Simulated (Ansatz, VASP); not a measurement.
## Rh (Rhodium) in two plane-wave programs

Wanted: the spread between two codes on one cell, functional and k mesh.

Main program and level: Ansatz 0.2.0; plane waves, with VASP 6.6.1 beside it; relaxation of cell and atoms at r2SCAN with rVV10.

The database entry behind the starting cell differs from later determinations by our own check (an axis about 0.2 % short against later determinations), so it need not match the best structure at ambient conditions.

## 1. The starting structure

Symmetry: Fm-3m, No. 225, cubic system. The conventional cell has a = 3.796 Å, b = 3.796 Å, c = 3.796 Å, α = 90.00°, β = 90.00°, γ = 90.00°. Nearest to Rh lie 12 Rh at 2.68 Å.

Coordinates:

```xyz
1
Lattice="0.0000 1.8979 1.8979 1.8979 0.0000 1.8979 1.8979 1.8979 0.0000" Properties=species:S:1:pos:R:3 pbc="T T T"
Rh    0.0000    0.0000    0.0000
```

## 2. VASP: relaxation of cell and atoms, r2SCAN with rVV10

The relaxed volume is the usual yardstick between codes: its relative difference is about their pressure difference at one cell divided by the bulk modulus.

Lines of VASP's logs that name or quote its potential files are left out, and so is its time.

The input, INCAR:

```
SYSTEM = Rh
PREC = Accurate
ENCUT = 520
EDIFF = 1E-06
NELM = 100
ISMEAR = -1
SIGMA = 0.05
LREAL = .FALSE.
ALGO = Normal
METAGGA = R2SCAN
LUSE_VDW = .TRUE.
IVDW_NL = 2
BPARAM = 11.95
CPARAM = 0.0093
LASPH = .TRUE.
NBANDS = 13
LORBIT = 11
LWAVE = .FALSE.
LCHARG = .FALSE.
KPAR = 2
IBRION = 2
NSW = 60
ISIF = 3
EDIFFG = -0.01
```

The input, POSCAR:

```
Rh
1.0
    0.0000000000      1.8978500000      1.8978500000
    1.8978500000      0.0000000000      1.8978500000
    1.8978500000      1.8978500000      0.0000000000
Rh
1
Direct
    0.0000000000      0.0000000000      0.0000000000
```

The input, KPOINTS:

```
Automatic mesh
0
Gamma
9 9 9
0 0 0
```

Potentials, in the order of the species: Rh_pv (PBE family, release 64).

Command:

```
$ mpirun -np 2 vasp_std
```

Numbers of over 12 decimals in the logs are rounded to 6 here.

The program printed:

```text
[banner, memory and clock lines left out]
running    2 mpi-ranks, on    1 nodes
 distrk:  each k-point on    1 cores,    2 groups
 distr:  one band on    1 cores,    1 groups

 POSCAR found type information on POSCAR Rh
 POSCAR found :  1 types and       1 ions
|                                                                             |
|               ----> ADVICE to this user running VASP <----                  |
|                                                                             |
|     You have switched on vdW-DFT.                                           |
|     This routine was written and supplied by Jiri Klimes. We recommend      |
|     that you carefully read and cite the following publications:            |
|       J. Klimes, D.R. Bowler, A. Michelides                                 |
|          J. Phys.: Cond Matt. 22 022201 (2010)                              |
|       J. Klimes, D.R. Bowler, A. Michelides                                 |
|          Phys. Rev. B. 83, 195131 (2011)                                    |
|     and references therein.                                                 |
|                                                                             |

|                                                                             |
|               ----> ADVICE to this user running VASP <----                  |
|                                                                             |
|     You enforced a specific xc type in the INCAR file but a different       |
|     [... a line on the potential file left out ...]
|     I HOPE YOU KNOW WHAT YOU ARE DOING!                                     |
|                                                                             |

 LDA part: xc-table for (None), standard interpolation
 POSCAR, INCAR and KPOINTS ok, starting setup
 FFT: planning ... GRIDC
 FFT: planning ... GRID_SOFT
 FFT: planning ... GRID
 WAVECAR not read
 entering main loop
       N       E                     dE             d eps       ncg     rms          rms(c)
Total rVV10 correction in eV:      0.3185279    15.8182988
Total rVV10 correction in eV:      0.3185279    15.8182988
DAV:   1     0.101169098471E+03    0.10117E+03   -0.90464E+03   920   0.125E+03
DAV:   2    -0.272988770576E+02   -0.12847E+03   -0.12281E+03   990   0.362E+02
DAV:   3    -0.288631637436E+02   -0.15643E+01   -0.15609E+01  1055   0.454E+01
DAV:   4    -0.288690112850E+02   -0.58475E-02   -0.58474E-02  1040   0.287E+00
DAV:   5    -0.288690649293E+02   -0.53644E-04   -0.53635E-04  1095   0.246E-01    0.132E+01
Total rVV10 correction in eV:      0.2969206    15.8182995
Total rVV10 correction in eV:      0.2969206    15.8182995
DAV:   6    -0.238351387993E+02    0.50339E+01   -0.43999E+00   925   0.301E+01    0.256E+00
Total rVV10 correction in eV:      0.2981713    15.8182996
Total rVV10 correction in eV:      0.2981713    15.8182996
DAV:   7    -0.238358847449E+02   -0.74595E-03   -0.67126E-02   945   0.359E+00    0.172E+00
Total rVV10 correction in eV:      0.2962345    15.8182996
Total rVV10 correction in eV:      0.2962345    15.8182996
DAV:   8    -0.238344477172E+02    0.14370E-02   -0.51276E-03   970   0.940E-01    0.348E-01
Total rVV10 correction in eV:      0.2954172    15.8182996
Total rVV10 correction in eV:      0.2954172    15.8182996
DAV:   9    -0.238344406236E+02    0.70936E-05   -0.80545E-04   960   0.362E-01    0.263E-02
Total rVV10 correction in eV:      0.2952631    15.8182996
Total rVV10 correction in eV:      0.2952631    15.8182996
DAV:  10    -0.238344859308E+02   -0.45307E-04   -0.13763E-04   960   0.148E-01    0.398E-02
Total rVV10 correction in eV:      0.2953668    15.8182996
Total rVV10 correction in eV:      0.2953668    15.8182996
DAV:  11    -0.238344724107E+02    0.13520E-04   -0.15064E-05   935   0.547E-02    0.116E-03
Total rVV10 correction in eV:      0.2953746    15.8182996
Total rVV10 correction in eV:      0.2953746    15.8182996
DAV:  12    -0.238344722076E+02    0.20306E-06   -0.24424E-07   525   0.610E-03
Total rVV10 correction in eV:      0.2953717    15.8182996
Total rVV10 correction in eV:      0.2953717    15.8182996
Total rVV10 correction in eV:      0.2953723    15.8182996
Total rVV10 correction in eV:      0.2953723    15.8182996
   1 F= -.23834472E+02 E0= -.23829309E+02  d E =-.238345E+02
 curvature:   0.00 expect dE= 0.000E+00 dE for cont linesearch  0.000E+00
 trial: gam= 0.00000 g(F)=  0.314E-61 g(S)=  0.225E-04 ort = 0.000E+00 (trialstep = 0.100E+01)
 search vector abs. value=  0.225E-04
 bond charge predicted
       N       E                     dE             d eps       ncg     rms          rms(c)
Total rVV10 correction in eV:      0.2953871    15.8182996
Total rVV10 correction in eV:      0.2953871    15.8182996
DAV:   1    -0.238354594244E+02   -0.98701E-03   -0.12950E-02   910   0.174E+00    0.223E-01
Total rVV10 correction in eV:      0.2948662    15.8182996
Total rVV10 correction in eV:      0.2948662    15.8182996
DAV:   2    -0.238344490586E+02    0.10104E-02   -0.18741E-03   915   0.631E-01    0.380E-02
Total rVV10 correction in eV:      0.2948820    15.8182996
Total rVV10 correction in eV:      0.2948820    15.8182996
DAV:   3    -0.238344521635E+02   -0.31049E-05   -0.31943E-05   950   0.657E-02    0.227E-02
Total rVV10 correction in eV:      0.2949643    15.8182996
Total rVV10 correction in eV:      0.2949643    15.8182996
DAV:   4    -0.238344570951E+02   -0.49316E-05   -0.33286E-06   929   0.223E-02    0.476E-03
Total rVV10 correction in eV:      0.2949874    15.8182996
Total rVV10 correction in eV:      0.2949874    15.8182996
DAV:   5    -0.238344568070E+02    0.28807E-06   -0.77742E-07   480   0.120E-02
Total rVV10 correction in eV:      0.2949967    15.8182996
Total rVV10 correction in eV:      0.2949967    15.8182996
Total rVV10 correction in eV:      0.2949952    15.8182996
Total rVV10 correction in eV:      0.2949952    15.8182996
   2 F= -.23834457E+02 E0= -.23829309E+02  d E =0.154006E-04
 trial-energy change:    0.000015  1 .order    0.000019   -0.000022    0.000060
 step:   0.2737(harm=  0.2737)  dis= 0.00000  next Energy=   -23.834475 (dE=-0.307E-05)
 bond charge predicted
       N       E                     dE             d eps       ncg     rms          rms(c)
Total rVV10 correction in eV:      0.2949845    15.8182996
Total rVV10 correction in eV:      0.2949845    15.8182996
DAV:   1    -0.238350103661E+02   -0.55327E-03   -0.68339E-03   910   0.127E+00    0.161E-01
Total rVV10 correction in eV:      0.2953648    15.8182996
Total rVV10 correction in eV:      0.2953648    15.8182996
DAV:   2    -0.238344742154E+02    0.53615E-03   -0.10010E-03   915   0.460E-01    0.281E-02
Total rVV10 correction in eV:      0.2953517    15.8182996
Total rVV10 correction in eV:      0.2953517    15.8182996
DAV:   3    -0.238344736129E+02    0.60260E-06   -0.16330E-05   950   0.467E-02    0.169E-02
Total rVV10 correction in eV:      0.2952912    15.8182996
Total rVV10 correction in eV:      0.2952912    15.8182996
DAV:   4    -0.238344753374E+02   -0.17245E-05   -0.17637E-06   870   0.162E-02    0.344E-03
Total rVV10 correction in eV:      0.2952751    15.8182996
Total rVV10 correction in eV:      0.2952751    15.8182996
DAV:   5    -0.238344755329E+02   -0.19551E-06   -0.38898E-07   455   0.859E-03
Total rVV10 correction in eV:      0.2952676    15.8182996
Total rVV10 correction in eV:      0.2952676    15.8182996
Total rVV10 correction in eV:      0.2952688    15.8182996
Total rVV10 correction in eV:      0.2952688    15.8182996
   3 F= -.23834476E+02 E0= -.23829317E+02  d E =-.332524E-05
 curvature:  -0.14 expect dE=-0.194E-08 dE for cont linesearch -0.194E-08
 trial: gam= 0.00000 g(F)=  0.101E-60 g(S)=  0.142E-07 ort =-0.564E-06 (trialstep = 0.855E+00)
 search vector abs. value=  0.143E-07
 reached required accuracy - stopping structural energy minimisation
```

OUTCAR, selected parts (step 2):

```text
ion  position               nearest neighbor table
   1  0.000  0.000  0.000-

  LATTYP: Found a face centered cubic cell.
 ALAT       =     3.7957000000

 Subroutine GETGRP returns: Found 48 space group operations
 (whereof 48 operations were pure point group operations)

The static configuration has the point symmetry O_h .

 Found     35 irreducible k-points:

   k-points           NKPTS =     35   k-points in BZ     NKDIM =     35   number of bands    NBANDS=     13

   dimension x,y,z NGX =    20 NGY =   20 NGZ =   20
   dimension x,y,z NGXF=    40 NGYF=   40 NGZF=   40

   ENCUT  =  520.0 eV  38.22 Ry    6.18 a.u.   4.99  4.99  4.99*2*pi/ulx,y,z

   NELECT =      15.0000    total number of electrons

 k-points in reciprocal lattice and weights: Automatic mesh
   0.00000000  0.00000000  0.00000000       0.001
   0.11111111  0.00000000  0.00000000       0.011
   0.22222222  0.00000000  0.00000000       0.011
   0.33333333  0.00000000  0.00000000       0.011
   0.44444444  0.00000000  0.00000000       0.011
   0.11111111  0.11111111  0.00000000       0.008
   0.22222222  0.11111111  0.00000000       0.033
   0.33333333  0.11111111  0.00000000       0.033
   0.44444444  0.11111111  0.00000000       0.033
[...]
-0.33333333  0.44444444  0.11111111       0.033
  -0.33333333  0.44444444  0.22222222       0.033

 average (electrostatic) potential at core
       1 -75.8362

 E-fermi :  11.7639

 k-point     1 :       0.0000    0.0000    0.0000
  band No.  band energies     occupation
    ...
      5       8.6228      2.00000
      6       8.6228      2.00000
      7       8.6228      2.00000
      8      10.7528      2.00000
      9      10.7528      2.00000
     10      28.5347      0.00000
     11      29.1541      0.00000
     12      34.3078      0.00000
     13      34.3079      0.00000

 k-point     2 :       0.1111    0.0000    0.0000
  band No.  band energies     occupation
    ...
      5       8.4175      2.00000
      6       8.8080      2.00000
      7       8.8080      2.00000
      8      10.6629      2.00000
      9      10.6629      2.00000
     10      29.1535      0.00000
     11      29.2292      0.00000
     12      32.0828      0.00000
     13      35.0475      0.00000

 k-point     3 :       0.2222    0.0000    0.0000
  band No.  band energies     occupation
    ...
      5       8.3329      2.00000
      6       9.0100      2.00000
      7       9.0100      2.00000
      8      10.7942      2.00000
      9      10.7943      2.00000
     10      28.5978      0.00000
     11      29.1550      0.00000
     12      30.2559      0.00000
     13      36.9331      0.00000

  Total        0.0003127      0.0003127      0.0003127     -0.0000000     -0.0000000      0.0000000
  in kB        0.0366687      0.0366687      0.0366687     -0.0000000     -0.0000000      0.0000000
  external PRESSURE =       0.0366687 kB  Pullay stress =       0.0000000 kB

  energy-cutoff  :      520.00
  volume of cell :       13.66
      direct lattice vectors                 reciprocal lattice vectors
     0.000000000  1.897537839  1.897537839    -0.263499357  0.263499357  0.263499357
     1.897537839 -0.000000000  1.897537839     0.263499357 -0.263499357  0.263499357
     1.897537839  1.897537839  0.000000000     0.263499357  0.263499357 -0.263499357

 POSITION                                       TOTAL-FORCE (eV/Angst)
 -----------------------------------------------------------------------------------
      0.00000      0.00000      0.00000        -0.000000      0.000000     -0.000000
 -----------------------------------------------------------------------------------
    total drift:                               -0.000000     -0.000000     -0.000000

  FREE ENERGIE OF THE ION-ELECTRON SYSTEM (eV)
  ---------------------------------------------------
  free  energy   TOTEN  =       -23.8344755329 eV

  energy  without entropy=      -23.8241587982  energy(sigma->0) =      -23.82931717

 reached required accuracy - stopping structural energy minimisation

 total charge
# of ion       s       p       d       tot
------------------------------------------
    1        0.433   6.305   7.087  13.825

[... 3 further parts left out ...]
```

CONTCAR:

```
Rh
   1.00000000000000
     0.0000000000000000    1.8975378385893555    1.8975378385893555
     1.8975378385893555   -0.0000000000000000    1.8975378385893555
     1.8975378385893555    1.8975378385893555    0.0000000000000000
  Rh
     1
Direct
     0.0000000000000000    0.0000000000000000    0.0000000000000000
```

This run has no spin polarisation. Its electron count is odd, so without a moment it is a metal by construction. The k-mesh is coarse for a metal.

(Part 1 of 2 ends here.)

[Lines on the potential files, build, host, timing and source positions are cut from VASP's logs without a mark.]

[Logs are printed without paths, hosts, clocks, repeated set-up lines and the standing remarks that a program may print on its own settings, such as how far it seeks lower states.]

[Hosts, paths, dates, database ids (printed as entryN), source tags and the programs' standing remarks are cut or masked in the printed files.]
